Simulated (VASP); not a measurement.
A convergence study with VASP on Nb (bcc): a few settings are varied, all else stays as given below, so the limit is that of these other settings. The cell's lengths are 1 % over those of the tabulated start, so it is off equilibrium.

```
Nb
1.0
   -1.66650     1.66650     1.66650
    1.66650    -1.66650     1.66650
    1.66650     1.66650    -1.66650
Nb
1
Direct
  0.00000   0.00000   0.00000
```

Level of theory: PBEsol GGA, VASP's PBE PAW potentials (set 64) (plane waves; VASP). The last row used: ADDGRID = .TRUE., 500 eV cut-off, 17×17×17 Γ-centred mesh, first-order Methfessel-Paxton smearing of 0.10 eV, potentials Nb_sv.

```csv
setting,E (eV/atom),pressure (GPa),plane waves
"ADDGRID = unset, ENCUT = 200, PREC = Low",-10.6530,-85.68,135
"ADDGRID = unset, ENCUT = 200, PREC = Normal",-10.6527,-85.67,135
"ADDGRID = .TRUE., ENCUT = 200, PREC = Normal",-10.6528,-85.65,135
"ADDGRID = .TRUE., ENCUT = 200, PREC = Accurate",-10.6516,-85.55,135
"ADDGRID = unset, ENCUT = 300, PREC = Low",-10.9081,-10.69,236
"ADDGRID = unset, ENCUT = 300, PREC = Normal",-10.9078,-10.66,236
"ADDGRID = .TRUE., ENCUT = 300, PREC = Normal",-10.9078,-10.66,236
"ADDGRID = .TRUE., ENCUT = 300, PREC = Accurate",-10.9066,-10.78,236
"ADDGRID = unset, ENCUT = 400, PREC = Low",-10.9171,-10.26,366
"ADDGRID = unset, ENCUT = 400, PREC = Normal",-10.9168,-10.23,366
"ADDGRID = .TRUE., ENCUT = 400, PREC = Normal",-10.9168,-10.23,366
"ADDGRID = .TRUE., ENCUT = 400, PREC = Accurate",-10.9170,-10.22,366
"ADDGRID = unset, ENCUT = 500, PREC = Low",-10.9206,-9.70,479
"ADDGRID = unset, ENCUT = 500, PREC = Normal",-10.9204,-9.67,479
"ADDGRID = .TRUE., ENCUT = 500, PREC = Normal",-10.9204,-9.67,479
"ADDGRID = .TRUE., ENCUT = 500, PREC = Accurate",-10.9204,-9.67,479
```

Left out are rungs that failed or repeat a setting and relaxations that didn't move; long series are thinned to 24 rows.

The compound is Nb in the bcc structure. The cell was not relaxed at this level.
